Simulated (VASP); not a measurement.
# Sn2HBr3 (P3m1) in VASP: single point with r2SCAN

Aim: the single point of Sn2HBr3 with r2SCAN.

All numbers are computed with VASP 6.6.1; they aren't measurements. Logs are shortened: lines on timing, memory, paths and dates and some standing lists are left out, and cuts for length are marked.

### Step 1. The crystal as given

The structure is trigonal, space group P3m1 (No. 156). The conventional cell has a = 4.147 Å, b = 4.147 Å, c = 12.766 Å, α = 90.00°, β = 90.00°, γ = 120.00°. Around Sn (site symmetry 3m) lie 6 Br at 2.98 to 3.01 Å. Around Sn (site symmetry 3m) lie 3 H at 2.46 Å. H (site symmetry 3m) has 3 Sn at 2.46 Å as nearest neighbours. Br (site symmetry 3m) is surrounded by 3 Sn at 2.98 Å. Around Br (site symmetry 3m) lie 3 Sn at 3.01 Å. Br (site symmetry 3m) has 3 Sn at 2.97 Å and 3 H at 3.33 Å as nearest neighbours.

The cell was built by a generator and needn't be a form met in nature.

### Step 2. Single point, r2SCAN

Contents of INCAR:

```
ALGO     = Normal         # electronic algorithm
EDIFF    = 1E-6           # SCF threshold, eV
ENCUT    = 520            # plane-wave cutoff, eV
ISIF     = 2              # what is computed and relaxed
ISMEAR   = 0              # smearing method
KPAR     = 4            
LASPH    = T              # aspherical terms in the spheres
LCHARG   = F              # write CHGCAR
LMIXTAU  = T            
LREAL    = F              # projectors in reciprocal space
LWAVE    = F              # write WAVECAR
METAGGA  = R2SCAN         # meta-GGA
NBANDS   = 34             # bands
NELM     = 150            # most SCF steps
PREC     = Accurate       # precision mode
SIGMA    = 0.1            # smearing width, eV
```

Contents of KPOINTS:

```
k-points
0
Gamma
  8 8 4
```

Contents of POSCAR:

```
Sn2HBr3                                 
1.0
    4.1469967393      0.0000000000     -0.0000000000
   -2.0734983646      3.5914045190      0.0000000000
    0.0000000000     -0.0000000000     12.7664390404
  Sn              H               Br            
     2     1     3
Direct
     0.3333333300000021    0.6666666699999979    0.4372614719216035
     0.3333333300000021    0.6666666699999979    0.0120902987254721
     0.6666666699999979    0.3333333300000021    0.0554727169753278
     0.6666666699999979    0.3333333300000021    0.5767767888951341
     0.0000000000000000    1.0000000000000000    0.2941133748468264
     0.0000000000000000    1.0000000000000000    0.8742012286356394
```

Potentials or basis: VASP PAW PBE potentials, release 64 (Sn_d, H, Br).

Launch:

```sh
$ cat potpaw_PBE.64/Sn_d/POTCAR potpaw_PBE.64/H/POTCAR potpaw_PBE.64/Br/POTCAR > POTCAR
$ mpirun -np 4 vasp_std > vasp.out
```

OUTCAR:

```text
EDIFF = 1E-6
   ENCUT = 520
   ISIF = 2
   ISMEAR = 0
   LASPH = T
   LREAL = F
   METAGGA = R2SCAN
   NELM = 150
   PREC = Accurate

 ion  position               nearest neighbor table
   1  0.333  0.667  0.437-   4 2.98   4 2.98   4 2.98   5 3.01   5 3.01   5 3.01
   2  0.333  0.667  0.012-   6 2.97   6 2.97   6 2.97
   3  0.667  0.333  0.055-
   4  0.667  0.333  0.577-   1 2.98   1 2.98   1 2.98
   5  0.000  0.000  0.294-   1 3.01   1 3.01   1 3.01
   6  0.000  0.000  0.874-   2 2.97   2 2.97   2 2.97

  LATTYP: Found a hexagonal cell.
 ALAT       =     4.1469967393
 C/A-ratio  =     3.0784781959

  Lattice vectors:

 A1 = (   4.1469967393,   0.0000000000,   0.0000000000)
 A2 = (  -2.0734983646,   3.5914045190,   0.0000000000)
 A3 = (   0.0000000000,   0.0000000000,  12.7664390404)

Analysis of symmetry for initial positions (statically):
=====================================================================
 Subroutine PRICEL returns:
 Original cell was already a primitive cell.

 Routine SETGRP: Setting up the symmetry group for a
 hexagonal supercell.

 Subroutine GETGRP returns: Found  6 space group operations
 (whereof  6 operations were pure point group operations)
 out of a pool of 24 trial point group operations.

The static configuration has the point symmetry C_3v.

Analysis of symmetry for dynamics (positions and initial velocities):
=====================================================================
 Subroutine PRICEL returns:
 Original cell was already a primitive cell.

 Routine SETGRP: Setting up the symmetry group for a
 hexagonal supercell.

 Subroutine GETGRP returns: Found  6 space group operations
 (whereof  6 operations were pure point group operations)
 out of a pool of 24 trial point group operations.

The dynamic configuration has the point symmetry C_3v.

 Subroutine INISYM returns: Found  6 space group operations
 (whereof  6 operations are pure point group operations),
 and found     1 'primitive' translations

----------------------------------------------------------------------------------------

                                     Primitive cell

  volume of cell :     190.1375

  direct lattice vectors                    reciprocal lattice vectors
     4.146996739  0.000000000  0.000000000     0.241138362  0.139221298  0.000000000
    -2.073498365  3.591404519  0.000000000     0.000000000  0.278442597  0.000000000
     0.000000000  0.000000000 12.766439040     0.000000000  0.000000000  0.078330378

  length of vectors
     4.146996739  4.146996731 12.766439040     0.278442596  0.278442597  0.078330378

  position of ions in fractional coordinates (direct lattice)
     0.333333330  0.666666670  0.437261472
     0.333333330  0.666666670  0.012090299
     0.666666670  0.333333330  0.055472717
     0.666666670  0.333333330  0.576776789
     0.000000000  0.000000000  0.294113375
     0.000000000  0.000000000  0.874201229

  ion indices of the primitive-cell ions
   primitive index   ion index
                 1           1
                 2           2
                 3           3
                 4           4
                 5           5
                 6           6

----------------------------------------------------------------------------------------

 KPOINTS: k-points

Automatic generation of k-mesh.
 Grid dimensions read from file:
 generate k-points for:    8    8    4

 Generating k-lattice:

  Cartesian coordinates                     Fractional coordinates (reciprocal lattice)
     0.030142295  0.017402662  0.000000000     0.125000000  0.000000000  0.000000000
     0.000000000  0.034805325  0.000000000     0.000000000  0.125000000  0.000000000
     0.000000000  0.000000000  0.019582595     0.000000000  0.000000000  0.250000000

  Length of vectors
     0.034805325  0.034805325  0.019582595

  Shift w.r.t. Gamma in fractional coordinates (k-lattice)
     0.000000000  0.000000000  0.000000000

 Subroutine IBZKPT returns following result:
 ===========================================

 Found     35 irreducible k-points:

 Following reciprocal coordinates:
            Coordinates               Weight
  0.000000  0.000000  0.000000      1.000000
  0.125000  0.000000  0.000000      6.000000
  0.250000  0.000000  0.000000      6.000000
  0.375000  0.000000  0.000000      6.000000
  0.500000  0.000000  0.000000      3.000000
  0.125000  0.125000  0.000000      6.000000
[... 16 lines left out ...]
 -0.125000  0.500000  0.250000     12.000000
  0.250000  0.250000  0.250000     12.000000
 [... further k-points ...]
   k-points           NKPTS =     35   k-points in BZ     NKDIM =     35   number of bands    NBANDS=     34
   number of dos      NEDOS =    301   number of ions     NIONS =      6
   total plane-waves  NPLWV =  98304
   dimension x,y,z NGX =    32 NGY =   32 NGZ =   96
   dimension x,y,z NGXF=    64 NGYF=   64 NGZF=  192
   ions per type =               2   1   3
   NGX,Y,Z   is equivalent  to a cutoff of  12.83, 12.83, 12.50 a.u.
   NGXF,Y,Z  is equivalent  to a cutoff of  25.66, 25.66, 25.00 a.u.
 SYSTEM =  unknown system
   PREC   = accura    normal or accurate (medium, high low for compatibility)
   ISTART =      0    job   : 0-new  1-cont  2-samecut
   ICHARG =      2    charge: 1-file 2-atom 10-const
   ISPIN  =      1    spin polarized calculation?
   LNONCOLLINEAR =      F non collinear calculations
   LSORBIT =      F    spin-orbit coupling
   LASPH  =      T    aspherical Exc in radial PAW
   ENCUT  =  520.0 eV  38.22 Ry    6.18 a.u.   7.71  7.71 23.74*2*pi/ulx,y,z
   NELM   =    150;   NELMIN=  2; NELMDL= -5     # of ELM steps
   EDIFF  = 0.1E-05   stopping-criterion for ELM
   LREAL  =      F    real-space projection
   EDIFFG = 0.1E-04   stopping-criterion for IOM
   NSW    =      0    number of steps for IOM
   IBRION =     -1    ionic relax: 0-MD 1-quasi-New 2-CG
   NFREE  =      0    steps in history (QN), initial steepest desc. (CG)
   ISIF   =      2    stress and relaxation
   ISYM   =      2    0-nonsym 1-usesym 2-fastsym
   POTIM  = 0.5000    time-step for ionic-motion
   TEBEG  =    0.0;   TEEND  =   0.0 temperature during run
   PSTRESS=    0.0 pullay stress
   NELECT =      50.0000    total number of electrons
   NUPDOWN=      -1.0000    fix difference up-down
   EMIN   =  10.00;   EMAX   =-10.00  energy-range for DOS
   EFERMI =   0.00;   METHOD = LEGACY
   ISMEAR =     0;   SIGMA  =   0.10  broadening in eV -4-tet -1-fermi 0-gaus
   EFERMI_NEDOS =   21; number of points for ismear=-14 and -15
   IALGO  =     38    algorithm
   IMIX   =      4    mixing-type and parameters
     AMIX     =   0.40;   BMIX     =  1.00
     AMIX_MAG =   1.60;   BMIX_MAG =  1.00
  volume/ion in A,a.u.               =      31.69       213.85
  Fermi-wavevector in a.u.,A,eV,Ry     =   1.048839  1.982019 14.967274  1.100064
  Thomas-Fermi vector in A             =   2.183777
   LORBIT       =      0    0 simple, 1 ext, 2 COOP (PROOUT), +10 PAW based schemes
   METAGGA = R2SCAN    functional components
   LHFCALC =     F    Hartree Fock is set to
   AEXX    =    0.0000 exact exchange contribution
   IVDW    =     0    specifies the selected vdW correction
   LEPSILON=     F    determine dielectric tensor
   LRPA    =     F    only Hartree local field effects (RPA)
 non-spin polarized calculation
 Gauss-broadening in eV      SIGMA  =   0.10
  energy-cutoff  :      520.00
  volume of cell :      190.14
 maximum number of plane-waves:      5165
 NGX is ok and might be reduce to    32
   NGX = 15   NGY = 15   NGZ = 47

 number of electron      49.9999996 magnetization

 Free energy of the ion-electron system (eV)
  ---------------------------------------------------
  ext. energy  EPLUGINS =         0.00000000
  ---------------------------------------------------
  free energy    TOTEN  =       -95.13332888 eV

  energy without entropy =      -95.13332550  energy(sigma->0) =      -95.13332719

 E-fermi :   3.1252     XC(G=0):  -8.3448

 val. band max:        2.9017045734   @ k =   0.0000   0.0000   0.5000
 cond. band min:       3.3530196772   @ k =   0.0000   0.0000   0.5000
 fundamental gap:      0.4513151039
 Fermi energy:         3.1252014824

 k-point     1 :       0.0000    0.0000    0.0000
  band No.  band energies     occupation
      1     -20.8843      2.00000
      2     -20.8842      2.00000
      3     -20.8656      2.00000
      4     -20.8613      2.00000
      5     -20.8613      2.00000
      6     -19.9034      2.00000
[... 26 lines left out ...]
     33       8.5767      0.00000
     34       9.1942      0.00000

 k-point     2 :       0.1250    0.0000    0.0000
  band No.  band energies     occupation
      1     -20.8857      2.00000
      2     -20.8815      2.00000
      3     -20.8641      2.00000
      4     -20.8636      2.00000
      5     -20.8617      2.00000
      6     -19.9019      2.00000
[... 26 lines left out ...]
     33       8.6307      0.00000
     34       8.9667      0.00000

 k-point     3 :       0.2500    0.0000    0.0000
  band No.  band energies     occupation
      1     -20.8904      2.00000
      2     -20.8750      2.00000
      3     -20.8687      2.00000
      4     -20.8624      2.00000
      5     -20.8599      2.00000
      6     -19.8984      2.00000
[... 26 lines left out ...]
     33       8.6006      0.00000
     34       8.9003      0.00000

 k-point     4 :       0.3750    0.0000    0.0000
  band No.  band energies     occupation
      1     -20.8964      2.00000
      2     -20.8725      2.00000
      3     -20.8693      2.00000
      4     -20.8624      2.00000
      5     -20.8556      2.00000
      6     -19.8969      2.00000
[... 26 lines left out ...]
     33       8.2958      0.00000
     34       9.3005      0.00000

 k-point     5 :       0.5000    0.0000    0.0000
  band No.  band energies     occupation
      1     -20.8992      2.00000
      2     -20.8739      2.00000
      3     -20.8678      2.00000
      4     -20.8616      2.00000
      5     -20.8538      2.00000
      6     -19.8987      2.00000
[... 621 lines left out ...]
 k-point    22 :       0.3750    0.1250    0.2500
  band No.  band energies     occupation
      1     -20.8956      2.00000
      2     -20.8725      2.00000
      3     -20.8710      2.00000
      4     -20.8629      2.00000
      5     -20.8542      2.00000
      6     -19.8972      2.00000
[... 26 lines left out ...]
     33       8.4082      0.00000
     34       9.5044      0.00000

 k-point    23 :      -0.1250    0.5000    0.2500
  band No.  band energies     occupation
      1     -20.8956      2.00000
      2     -20.8724      2.00000
      3     -20.8710      2.00000
      4     -20.8629      2.00000
      5     -20.8542      2.00000
      6     -19.8972      2.00000
[... 26 lines left out ...]
     33       8.3260      0.00000
     34       9.6285      0.00000

 k-point    24 :       0.2500    0.2500    0.2500
  band No.  band energies     occupation
      1     -20.8906      2.00000
      2     -20.8758      2.00000
      3     -20.8702      2.00000
      4     -20.8650      2.00000
      5     -20.8546      2.00000
      6     -19.8953      2.00000
[... 26 lines left out ...]
     33       8.6326      0.00000
     34       9.0203      0.00000

 [... further k-points ...]
[... 5 lines left out ...]
  --------------------------------------------------------------------------------------
  -------------------------------------------------------------------------------------
  Total       -1.0729552     -1.0729552     -1.0100823     -0.0000000     -0.0000000      0.0000000
  in kB       -9.0411645     -9.0411645     -8.5113715     -0.0000000     -0.0000000      0.0000000
  external PRESSURE =      -8.8645668 kB  Pullay stress =       0.0000000 kB

 VOLUME and BASIS-vectors are now :
 -----------------------------------------------------------------------------
  energy-cutoff  :      520.00
  volume of cell :      190.14
      direct lattice vectors                 reciprocal lattice vectors
     4.146996739  0.000000000  0.000000000     0.241138362  0.139221298  0.000000000
    -2.073498365  3.591404519  0.000000000     0.000000000  0.278442597  0.000000000
     0.000000000  0.000000000 12.766439040     0.000000000  0.000000000  0.078330378

 POSITION                                       TOTAL-FORCE (eV/Angst)
 -----------------------------------------------------------------------------------
     -0.00000      2.39427      5.58227        -0.000000     -0.000000      0.008186
     -0.00000      2.39427      0.15435         0.000000     -0.000000     -0.022668
      2.07350      1.19713      0.70819         0.000000     -0.000000     -0.022661
      2.07350      1.19713      7.36339        -0.000000      0.000000     -0.085451
      0.00000      0.00000      3.75478        -0.000000      0.000000      0.055680
      0.00000      0.00000     11.16044         0.000000      0.000000      0.066915
 -----------------------------------------------------------------------------------
    total drift:                                0.000010     -0.000006      0.000674

  FREE ENERGIE OF THE ION-ELECTRON SYSTEM (eV)
  ---------------------------------------------------
  free  energy   TOTEN  =       -95.1333288783 eV

  energy  without entropy=      -95.1333255018  energy(sigma->0) =      -95.13332719
```

Run time: 4.6 min. Hardware: 4 MPI ranks of AMD EPYC 9R14 (Zen 4), shared host; peak memory 0.45 GiB.

Results:

```
Free energy            : -95.1333 eV
Pressure               : -0.9 GPa
Largest force          : 0.085 eV/Å
Band gap on the k mesh : 0.45 eV, direct
```

Forces in eV/Å, atoms in the order of the input:
```
Sn   0.000  0.000  0.008
Sn   0.000  0.000 -0.023
H    0.000  0.000 -0.023
Br   0.000  0.000 -0.085
Br   0.000  0.000  0.056
Br   0.000  0.000  0.067
```

Caveat: the PAW data sets were made with another functional, which shifts forces and pressure a little; spin-orbit coupling is left out, which moves the levels of the heavy elements.
